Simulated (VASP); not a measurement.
# V with LDA: from relaxation to properties, part 4 of 4

Wanted: the relaxed cell of V and its properties. Left out of this account: 1 further run (phonons: it ended without a result to show). The start is a cell from a database of measured crystal structures.

VASP 6.6.1, plane waves and PAW; the level of theory is named at each step.

Still holding for the runs below: This run allows spin, but its moments start at zero, where symmetry between the spins tends to hold them, although V can carry a moment. Its electron count is odd, so without a moment it is a metal by construction.

So far. Step 9 (Bands along the symmetry lines (LDA)): Of the bands kept, 2 cross the Fermi level on this path. The relaxed cell has a = 2.921 Å (conventional setting).

## 10. Total and projected DOS (LDA)

Level of this step: LDA, zero-moment start; plane waves and PAW (V_sv) (VASP).

Here the states are counted by energy and projected on the atoms. The mesh is finer than in the run before.

Input file INCAR:

```
SYSTEM = V
PREC = Accurate
ENCUT = 400
EDIFF = 1E-06
NELM = 100
ISMEAR = -5
SIGMA = 0.2
LREAL = .FALSE.
ALGO = Normal
GGA = CA
NBANDS = 18
ISPIN = 2
MAGMOM = 0
LASPH = .TRUE.
LMAXMIX = 4
LORBIT = 11
LWAVE = .FALSE.
LCHARG = .FALSE.
KPAR = 4
NEDOS = 2001
```

Input file POSCAR:

```
V
1.0
   -1.4602553030      1.4602553030      1.4602553030
    1.4602553030     -1.4602553030      1.4602553030
    1.4602553030      1.4602553030     -1.4602553030
V
1
Direct
    0.0000000000      0.0000000000      0.0000000000
```

Input file KPOINTS:

```
Automatic mesh
0
Gamma
19 19 19
0 0 0
```

Potentials, in the order of the species: V_sv (LDA family, release 64).

The run is started by

```sh
mpirun -np 4 vasp_std
```

The program printed:

```text
[... set-up lines as in an earlier step ...]
 entering main loop
       N       E                     dE             d eps       ncg     rms          rms(c)
DAV:   1     0.812973597963E+02    0.81297E+02   -0.52383E+03 16412   0.665E+02
DAV:   2    -0.960952049607E+01   -0.90907E+02   -0.86708E+02 16406   0.223E+02
DAV:   3    -0.112431616430E+02   -0.16336E+01   -0.16267E+01 17494   0.328E+01
DAV:   4    -0.112476993149E+02   -0.45377E-02   -0.45370E-02 17122   0.178E+00
DAV:   5    -0.112477179155E+02   -0.18601E-04   -0.18601E-04 17056   0.109E-01    0.207E+01
DAV:   6    -0.998822634529E+01    0.12595E+01   -0.10070E+00 16176   0.185E+01    0.273E+00
DAV:   7    -0.995976827488E+01    0.28458E-01   -0.11287E-02 16478   0.102E+00    0.128E+00
DAV:   8    -0.994919052896E+01    0.10578E-01   -0.67623E-03 17026   0.920E-01    0.104E-01
DAV:   9    -0.994921393410E+01   -0.23405E-04   -0.66061E-05 17000   0.915E-02    0.353E-02
DAV:  10    -0.994921996726E+01   -0.60332E-05   -0.49063E-06 16628   0.261E-02    0.320E-03
DAV:  11    -0.994921992928E+01    0.37975E-07   -0.48011E-08  9508   0.192E-03
   1 F= -.99492199E+01 E0= -.99492199E+01  d E =0.000000E+00  mag=    -0.0000
 -----------------------------------------------------------------------------
|                                                                             |
|           W    W    AA    RRRRR   N    N  II  N    N   GGGG   !!!           |
|           W    W   A  A   R    R  NN   N  II  NN   N  G    G  !!!           |
|           W    W  A    A  R    R  N N  N  II  N N  N  G       !!!           |
|           W WW W  AAAAAA  RRRRR   N  N N  II  N  N N  G  GGG   !            |
|           WW  WW  A    A  R   R   N   NN  II  N   NN  G    G                |
|           W    W  A    A  R    R  N    N  II  N    N   GGGG   !!!           |
|                                                                             |
|     Tetrahedron method does not include variations of the Fermi             |
|     occupations, so forces and stress will be inaccurate. We suggest        |
|     using a different smearing scheme ISMEAR = 1 or 2 for metals in         |
|     relaxations.                                                            |
|                                                                             |
 -----------------------------------------------------------------------------
```

Elapsed: 7.8 s, on 4 MPI ranks of Intel Xeon 6975P-C (Granite Rapids), shared host; peak memory 0.76 GiB.

OUTCAR, selected parts (step 10):

```text
   k-points           NKPTS =    220   k-points in BZ     NKDIM =    220   number of bands    NBANDS=     18

   NELECT =      13.0000    total number of electrons

 E-fermi :  10.4934

 spin component 1
 k-point     1 :       0.0000    0.0000    0.0000
  band No.  band energies     occupation
      1     -52.3782      1.00000
      2     -25.9390      1.00000
      3     -25.9390      1.00000
      4     -25.9390      1.00000
      5       3.8314      1.00000
      6      10.8967      0.00000
      7      10.8967      0.00000
      8      10.8967      0.00000
      9      13.0988      0.00000
     10      13.0988      0.00000
    ...

 k-point     2 :       0.0526    0.0000    0.0000
  band No.  band energies     occupation
      1     -52.3707      1.00000
      2     -25.9727      1.00000
      3     -25.9490      1.00000
      4     -25.9392      1.00000
      5       3.9526      1.00000
      6      10.8426      0.00000
      7      10.8861      0.00000
      8      10.9863      0.00000
      9      13.0345      0.00000
     10      13.1021      0.00000
    ...

  Total        0.0146019      0.0146019      0.0146019      0.0000000      0.0000000     -0.0000000
  in kB        1.8783420      1.8783420      1.8783420      0.0000000      0.0000000     -0.0000000
  external PRESSURE =       1.8783420 kB  Pullay stress =       0.0000000 kB

 POSITION                                       TOTAL-FORCE (eV/Angst)
 -----------------------------------------------------------------------------------
      0.00000      0.00000      0.00000         0.000000      0.000000      0.000000
 -----------------------------------------------------------------------------------
    total drift:                                0.000000      0.000000     -0.000000

  FREE ENERGIE OF THE ION-ELECTRON SYSTEM (eV)
  ---------------------------------------------------
  free  energy   TOTEN  =        -9.9492199293 eV

  energy  without entropy=       -9.9492199293  energy(sigma->0) =       -9.94921993

[... 7 parts as in an earlier step ...]

[... 11 further parts left out ...]
```

With tetrahedra the forces and stress of a metal are not exact derivatives of the energy.

This step gave:

```
irreducible k-points   : 220
free energy (TOTEN)    : -9.949 eV
Fermi energy           : 10.49 eV
pressure               : 0.1878 GPa
DOS at the Fermi level : 1.746 states/eV/cell
```

The density of states has structure finer than the step of the table below, so its rows give means over 1 eV, whole bins alone (the curve runs from -12.0 to 7.90 eV). Peaks (eV: height): total -2.4: 1.69, -1.2: 2.62, -0.1: 2.32, 3.0: 3.92; V d -2.4: 1.01, -1.2: 2.07, -0.1: 1.70, 3.0: 3.74; V p -2.4: 0.112, -1.3: 0.126, -0.1: 0.186; V s -3.3: 0.159, -0.1: 0.0338, 3.2: 0.0248.

States under -12.0 eV and over 7.9 eV are left out; both spin channels agree and are summed. Table of density of states by energy, zero at the Fermi level; means over each step; values in states/eV/cell:

```tsv
energy (eV)	total	V d	V p	V s
-8	0	0	0	0
-7	0.00187	0	1.4e-5	0.00100
-6	0.0518	2.8e-4	0.00185	0.0265
-5	0.107	0.00406	0.00780	0.0487
-4	0.212	0.0330	0.0197	0.0758
-3	0.997	0.531	0.0543	0.139
-2	0.931	0.604	0.0557	0.0517
-1	1.72	1.33	0.0964	0.0105
0	1.56	1.14	0.128	0.0203
1	0.523	0.390	0.0466	0.00495
2	1.47	1.33	0.0241	0.00933
3	2.24	2.11	0.0268	0.0157
4	0.877	0.784	0.0318	0.0174
5	0.351	0.252	0.0426	0.0168
6	0.299	0.182	0.0560	0.0162
7	0.255	0.135	0.0611	0.0136
```

The finer mesh and the other smearing move the Fermi level by -0.01 eV from the 13×13×13 run, a small shift, which tests the Fermi level alone. Of the states within 0.3 eV of the Fermi level, the largest shares in the PAW spheres are V d 74 % and V p 8 %. The rest lies in smaller channels or between the spheres.

## 11. Optical spectrum (LDA)

LOPTICS sums transitions from filled to empty bands.

Edit INCAR of step 10 so:

```diff
@@ -5,3 +5,3 @@
 NELM = 100
-ISMEAR = -5
+ISMEAR = 1
 SIGMA = 0.2
@@ -10,3 +10,3 @@
 GGA = CA
-NBANDS = 18
+NBANDS = 14
 ISPIN = 2
@@ -19,2 +19,4 @@
 KPAR = 4
-NEDOS = 2001
+LOPTICS = .TRUE.
+NEDOS = 1500
+CSHIFT = 0.1
```

POSCAR is that of step 10.

KPOINTS is that of step 10.

The run is started by

```sh
mpirun -np 4 vasp_std
```

The program printed:

```text
[... set-up lines as in an earlier step ...]
 entering main loop
       N       E                     dE             d eps       ncg     rms          rms(c)
DAV:   1     0.751537988609E+02    0.75154E+02   -0.57932E+03 12624   0.856E+02
DAV:   2    -0.101494697578E+02   -0.85303E+02   -0.82286E+02 13034   0.265E+02
DAV:   3    -0.112431950989E+02   -0.10937E+01   -0.10921E+01 13730   0.339E+01
DAV:   4    -0.112473579719E+02   -0.41629E-02   -0.41628E-02 13694   0.217E+00
DAV:   5    -0.112473916074E+02   -0.33635E-04   -0.33635E-04 13700   0.183E-01    0.207E+01
DAV:   6    -0.998847058205E+01    0.12589E+01   -0.17335E+00 12488   0.238E+01    0.267E+00
DAV:   7    -0.996051812735E+01    0.27952E-01   -0.21033E-02 13052   0.147E+00    0.133E+00
DAV:   8    -0.994990832352E+01    0.10610E-01   -0.65409E-03 12692   0.111E+00    0.961E-02
DAV:   9    -0.994994535097E+01   -0.37027E-04   -0.59094E-05 13712   0.858E-02    0.488E-02
DAV:  10    -0.994995701605E+01   -0.11665E-04   -0.29671E-06 12676   0.136E-02    0.405E-03
DAV:  11    -0.994995702872E+01   -0.12667E-07   -0.30125E-08  6538   0.198E-03
   1 F= -.99499570E+01 E0= -.99502475E+01  d E =0.871276E-03  mag=     0.0000
 optical routines
 imaginary and real dielectric function
 recalculating local potential from charge density
 direction            1
 direction            2
 direction            3
```

Run time: 3.8 s. Hardware: 4 MPI ranks; peak memory 0.75 GiB.

From OUTCAR (step 11):

```text
   k-points           NKPTS =    220   k-points in BZ     NKDIM =    220   number of bands    NBANDS=     14

   NELECT =      13.0000    total number of electrons

 E-fermi :  10.4981

 spin component 1
 k-point     1 :       0.0000    0.0000    0.0000
  band No.  band energies     occupation
      1     -52.3748      1.00000
      2     -25.9356      1.00000
      3     -25.9356      1.00000
      4     -25.9356      1.00000
      5       3.8313      1.00000
      6      10.8991     -0.00787
      7      10.8991     -0.00787
      8      10.8991     -0.00787
      9      13.1014     -0.00000
     10      13.1014     -0.00000
    ...

 k-point     2 :       0.0526    0.0000    0.0000
  band No.  band energies     occupation
      1     -52.3672      1.00000
      2     -25.9694      1.00000
      3     -25.9457      1.00000
      4     -25.9359      1.00000
      5       3.9526      1.00000
      6      10.8450     -0.01706
      7      10.8885     -0.00930
      8      10.9887     -0.00142
      9      13.0370     -0.00000
     10      13.1047     -0.00000
    ...

  Total        0.0010714      0.0010714      0.0010714      0.0000000      0.0000000      0.0000000
  in kB        0.1378185      0.1378185      0.1378185      0.0000000      0.0000000      0.0000000
  external PRESSURE =       0.1378185 kB  Pullay stress =       0.0000000 kB

 POSITION                                       TOTAL-FORCE (eV/Angst)
 -----------------------------------------------------------------------------------
      0.00000      0.00000      0.00000         0.000000     -0.000000     -0.000000
 -----------------------------------------------------------------------------------
    total drift:                                0.000000      0.000000     -0.000000

  FREE ENERGIE OF THE ION-ELECTRON SYSTEM (eV)
  ---------------------------------------------------
  free  energy   TOTEN  =        -9.9499570287 eV

  energy  without entropy=       -9.9508283044  energy(sigma->0) =       -9.95024745

 plasma frequency squared (from intraband transitions) (eV^2)
  --------------------------------------------------------------------------------------
      66.988      -0.000       0.000
       0.000      66.988       0.000
       0.000       0.000      66.988

[... 8 parts as in an earlier step ...]

[... 12 further parts left out ...]
```

These are independent-particle spectra without excitons or local fields, and fine structure depends on the mesh and on CSHIFT. The intraband (Drude) part is not in this spectrum.

Numbers from this step:

```yaml
bands: 14
free_energy_toten: -9.950 eV
energy_at_zero_smearing: -9.950 eV
fermi_energy: 10.50 eV
pressure: 0.01378 GPa
```

The imaginary dielectric function, xx has structure finer than the step of the table below, so its rows give means over 0.5 eV, whole bins alone (the curve runs from 0 to 25.0 eV). Peaks (eV: height): 0.15: 10.8, 2.23: 27.0, 3.61: 32.4.

Table of imaginary dielectric function, xx by photon energy; means over each step:

```tsv
photon energy (eV)	imaginary dielectric function, xx
0.5	5.94
1.0	9.33
1.5	14.9
2.0	22.3
2.5	22.3
3.0	23.3
3.5	31.0
4.0	23.7
4.5	15.1
5.0	8.70
5.5	5.22
6.0	3.82
6.5	3.44
7.0	5.33
7.5	3.20
8.0	2.31
8.5	1.64
9.0	1.30
9.5	0.925
10.0	0.774
10.5	0.538
11.0	0.733
11.5	1.57
12.0	1.33
12.5	1.31
13.0	1.77
13.5	2.12
14.0	2.04
14.5	1.91
15.0	1.82
15.5	1.56
16.0	1.51
16.5	1.53
17.0	1.50
17.5	1.70
18.0	1.93
18.5	1.40
19.0	1.04
19.5	0.797
20.0	0.725
20.5	0.662
21.0	0.557
21.5	0.512
22.0	0.589
22.5	0.571
23.0	0.610
23.5	0.479
24.0	0.416
24.5	0.361
```

Table of real dielectric function, xx by photon energy:

photon energy (eV), real dielectric function, xx and a bar from the least value:
```
        0       41.0 ##############################
        1       30.7 ########################
        2       24.4 ####################
        3       14.0 ##############
        4       -8.6 #
        5       -9.9 
        6       -4.9 ###
        7       -3.5 ####
        8       -2.9 ####
        9       -1.8 #####
       10       -0.7 #####
       11        0.8 ######
       12        0.1 ######
       13        1.2 #######
       14        0.4 ######
       15       -0.1 ######
       16        0.4 ######
       17        0.2 ######
       18       -0.2 ######
       19       -0.4 ######
       20       -0.1 ######
       21        0.1 ######
       22        0.3 ######
       23        0.3 ######
       24        0.3 ######
```

## 12. Outcome

```json
{
  "relaxed volume": "12.46 Å³/atom",
  "relaxed conventional cell a, b, c": "2.921, 2.921, 2.921 Å",
  "space group after relaxing, within 0.02 Å": "Im-3m (No. 229)",
  "moment of the cell": "0 μB",
  "band gap": "none, a metal",
  "DOS at the Fermi level": "1.75 states/eV/cell"
}
```

In words: With LDA, V relaxes to 12.46 Å³/atom in space group Im-3m (held by the symmetry of the run) and comes out as a metal. Against the listed cell the volume lies -10.3 %. At LDA the magnetic starts gave no state below the non-magnetic one; other levels were not tested for magnetism. Bands along the symmetry lines (LDA): Of the bands kept, 2 cross the Fermi level on this path. No search among competing phases was made. All values are for a static lattice at zero temperature.

[Lines on the potential files, build, host, timing and source positions are cut from VASP's logs without a mark.]

[Logs are printed without paths, hosts, clocks, repeated set-up lines and the standing remarks that a program may print on its own settings, such as how far it seeks lower states.]

[Hosts, paths, dates, database ids (printed as entryN), source tags and the programs' standing remarks are cut or masked in the printed files.]

[A measured line is paired with the nearest computed mode of its activity, which favours agreement.]
